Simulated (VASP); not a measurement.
An input for Ansatz (written as the equivalent of a VASP run, and not itself run):

Ansatz 0.2 input:
```yaml
crystal:
  lattice:
    - [4.1800000, 2.0900000, 2.0900000]
    - [2.0900000, 4.1800000, 2.0900000]
    - [2.0900000, 2.0900000, 4.1800000]
  atoms:
    - { symbol: Ni, position: [0.0000000, 0.0000000, 0.0000000], spin: 2 }
    - { symbol: Ni, position: [0.5000000, 0.5000000, 0.5000000], spin: -2 }
    - { symbol: O, position: [0.2500000, 0.2500000, 0.2500000] }
    - { symbol: O, position: [0.7500000, 0.7500000, 0.7500000] }
kpoints:
  mp_grid: { grid: [7, 7, 7] }
hamiltonian:
  xc: pbe
  pseudopotentials: { kind: paw }
magnetization: { spin_polarized: true }
scf:
  occupations: { method: gaussian, width: 0.05 }
  max_iter: 100
output: { forces: true, stress: true, eigenvalues: true }
```

Translate this input to VASP (INCAR, KPOINTS, POSCAR, choice of POTCAR).

This is not unique; one that fits is 
KPOINTS:
```
Automatic mesh
0
Gamma
7 7 7
0 0 0
```

**POSCAR**
```
NiO
1
    4.1800000000     2.0900000000     2.0900000000
    2.0900000000     4.1800000000     2.0900000000
    2.0900000000     2.0900000000     4.1800000000
Ni O
2 2
Direct
  0.0000000000   0.0000000000   0.0000000000
  0.5000000000   0.5000000000   0.5000000000
  0.2500000000   0.2500000000   0.2500000000
  0.7500000000   0.7500000000   0.7500000000
```

### INCAR
```
ALGO=Normal
EDIFF=1E-6
ENCUT=520
GGA=PE
ISIF=2
ISMEAR=0
ISPIN=2
LASPH=.True.
LCHARG=.False.
LMAXMIX=4
LORBIT=10
LREAL=.False.
LWAVE=.False.
MAGMOM=2.0 -2.0 0.0 0.0
NELM=100
PREC=Accurate
SIGMA=0.05
SYSTEM=NiO
```

POTCAR, in this order: Ni O (PBE.64 set). Program: vasp_std.

What does not carry over: each code has its own PAW files, so the cut-off isn't converted (ENCUT is set for VASP's; basis.ecutwfc is left out, and Ansatz then takes the one that its files recommend); Ansatz stops its SCF on the density residual and VASP on the energy change (EDIFF).

The compound is NiO in the rock salt, AFM-II order structure. The cell was not relaxed at this level.
